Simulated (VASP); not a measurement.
Output of a VASP run:

### OSZICAR
```
       N       E                     dE             d eps       ncg     rms          rms(c)
DAV:   1     0.205989153374E+03    0.20599E+03   -0.13708E+04   870   0.160E+03
DAV:   2     0.422048962835E+02   -0.16378E+03   -0.15986E+03  1221   0.438E+02
DAV:   3     0.353787308233E+02   -0.68262E+01   -0.68098E+01  1136   0.838E+01
DAV:   4     0.352976507452E+02   -0.81080E-01   -0.81041E-01  1101   0.105E+01
DAV:   5     0.352961741641E+02   -0.14766E-02   -0.14765E-02  1122   0.109E+00    0.744E+01
DAV:   6     0.259801887273E+01   -0.32698E+02   -0.13191E+02   891   0.149E+02    0.325E+01
DAV:   7     0.413810933238E+01    0.15401E+01   -0.18413E+01  1045   0.332E+01    0.289E+01
DAV:   8     0.352489169301E+01   -0.61322E+00   -0.48452E+00  1038   0.152E+01    0.204E+01
DAV:   9     0.143198657197E+01   -0.20929E+01   -0.20585E+01   982   0.291E+01    0.223E+01
DAV:  10     0.373261763676E+01    0.23006E+01   -0.34251E+00  1010   0.168E+01    0.413E+00
DAV:  11     0.362567031259E+01   -0.10695E+00   -0.22824E-01   954   0.406E+00    0.705E-01
DAV:  12     0.362875164476E+01    0.30813E-02   -0.81221E-03  1010   0.107E+00    0.300E-01
DAV:  13     0.362667903857E+01   -0.20726E-02   -0.53271E-03   912   0.865E-01    0.172E-01
DAV:  14     0.361997224274E+01   -0.67068E-02   -0.24996E-03   884   0.533E-01    0.303E-01
DAV:  15     0.361990401988E+01   -0.68223E-04   -0.14610E-04  1038   0.117E-01    0.218E-01
DAV:  16     0.361992086025E+01    0.16840E-04   -0.32198E-05  1108   0.596E-02    0.839E-02
DAV:  17     0.361990352091E+01   -0.17339E-04   -0.91541E-06  1101   0.335E-02    0.219E-02
DAV:  18     0.361990360086E+01    0.79956E-07   -0.38767E-06  1003   0.180E-02    0.117E-02
DAV:  19     0.361990324609E+01   -0.35477E-06   -0.31777E-06   933   0.188E-02    0.980E-03
DAV:  20     0.361990201104E+01   -0.12350E-05   -0.85751E-07   912   0.121E-02    0.204E-03
DAV:  21     0.361990204426E+01    0.33213E-07   -0.75047E-08   547   0.379E-03
   1 F= 0.36199020E+01 E0= 0.36199020E+01  d E =-.300975E-11
```

OUTCAR:
```
------------------------ aborting loop because EDIFF is reached ----------------------------------------
  FORCE on cell =-STRESS in cart. coord.  units (eV):
  Direction    XX          YY          ZZ          XY          YZ          ZX
  --------------------------------------------------------------------------------------
  Total        3.5290086      3.5290086      3.5290086      0.0000000      0.0000000     -0.0000000
  in kB      186.7881913    186.7881913    186.7881913      0.0000000      0.0000000     -0.0000000
  external PRESSURE =     186.7881913 kB  Pullay stress =       0.0000000 kB
  volume of cell :       30.27
      direct lattice vectors                 reciprocal lattice vectors
     0.000000000  2.473591389  2.473591389    -0.202135244  0.202135244  0.202135244
     2.473591389  0.000000000  2.473591389     0.202135244 -0.202135244  0.202135244
     2.473591389  2.473591389  0.000000000     0.202135244  0.202135244 -0.202135244
 POSITION                                       TOTAL-FORCE (eV/Angst)
 -----------------------------------------------------------------------------------
      0.00000      0.00000      0.00000        -0.000000      0.000000      0.000000
      1.23680      1.23680      1.23680         0.000000      0.000000     -0.000000
      3.71039      3.71039      3.71039        -0.000000     -0.000000      0.000000
 -----------------------------------------------------------------------------------
    total drift:                                0.000000      0.000000      0.000000
  FREE ENERGIE OF THE ION-ELECTRON SYSTEM (eV)
  ---------------------------------------------------
  free  energy   TOTEN  =         3.6199020443 eV

  energy  without entropy=        3.6199020443  energy(sigma->0) =        3.61990204
```
(Selected blocks of OUTCAR.)

**POSCAR**
```
HfO2
1
    0.0000000000     2.4735913887     2.4735913887
    2.4735913887     0.0000000000     2.4735913887
    2.4735913887     2.4735913887     0.0000000000
Hf O
1 2
Direct
  0.0000000000   0.0000000000   0.0000000000
  0.2500000000   0.2500000000   0.2500000000
  0.7500000000   0.7500000000   0.7500000000
```

**Question.** Write an INCAR and KPOINTS that could have produced this output.

**Answer.** This is not unique; one that fits is the input of the run itself, revTPSS meta-GGA, plane waves, VASP's PBE PAW potentials (set 64).

### INCAR
```
SYSTEM = HfO2
PREC = Accurate
ENCUT = 520
EDIFF = 1E-7
NELM = 100
ALGO = Normal
LREAL = .FALSE.
LASPH = .TRUE.
ISMEAR = 0
SIGMA = 0.05
METAGGA = RTPSS
LMIXTAU = .TRUE.
LMAXMIX = 6
LWAVE = .FALSE.
LCHARG = .FALSE.
ISIF = 2
```

KPOINTS:
```
Automatic mesh
0
Gamma
 8 8 8
0 0 0
```

POTCAR, in this order: Hf_pv O (PBE.64 set). Program: vasp_std.

The compound is HfO2 in the fluorite structure, the high-temperature cubic form, which is unstable at 0 K; the monoclinic form is the stable one. This cell is one point of a volume scan, at 0.94 of the reference volume.
